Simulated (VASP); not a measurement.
Input:

```
CELL_PARAMETERS angstrom
      0.00000     3.06579     3.06579
      3.06579     0.00000     3.06579
      3.06579     3.06579     0.00000
ATOMIC_POSITIONS crystal
  Ga 0.00000 0.00000 0.00000
  Sb 0.25000 0.25000 0.25000
```

Method: AM05 GGA, VASP's PBE PAW potentials (set 64) (plane waves; VASP). Settings: 520 eV cut-off, 9×9×9 Γ-centred mesh, first-order Methfessel-Paxton smearing of 0.10 eV, potentials Ga_d Sb.

Unless said otherwise, spin-orbit coupling is left out, though it shifts the bands of the heavy elements here.

### Question
Predict the energy per atom (σ→0), band gap (on the k-mesh) with the smallest direct gap where there is one.

### Answer

```yaml
band gap (on the k-mesh): none (metal, semimetal or under 0.01 eV)
energy per atom (σ→0): -3.822 eV/atom
```

The absolute energy has meaning only against runs of the same code, potentials and settings.

The compound is GaSb in the zinc blende structure. It was relaxed first. The start is the result of an earlier pass.
